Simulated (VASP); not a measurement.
Consider the following.

```yaml
crystal:
  lattice:
    - [0.00000, 3.55660, 3.55660]
    - [3.55660, 0.00000, 3.55660]
    - [3.55660, 3.55660, 0.00000]
  atoms:
    - { symbol: K, position: [0.00000, 0.00000, 0.00000] }
    - { symbol: I, position: [0.50000, 0.50000, 0.50000] }
```

Method: PBE GGA, VASP's PBE PAW potentials (set 64) (plane waves; VASP). Run with 300 eV cut-off, 7×7×7 Γ-centred mesh, Fermi-Dirac smearing of 0.050 eV, potentials K_sv I.

Unless said otherwise, spin-orbit coupling is left out, though it shifts the bands of the heavy elements here.

Estimate the energy per atom (σ→0), band gap (on the k-mesh) with the smallest direct gap where there is one.

The band gap (on the k-mesh) is 3.92 eV and the smallest direct gap (on the k-mesh) comes out as 3.92 eV. The energy per atom (σ→0) is -2.781 eV/atom.

Total energies compare only between runs with the same potentials, cut-off and functional.

The structure comes from a computed database's KI entry; how it stands against other phases isn't given here. The cell was not relaxed at this level.
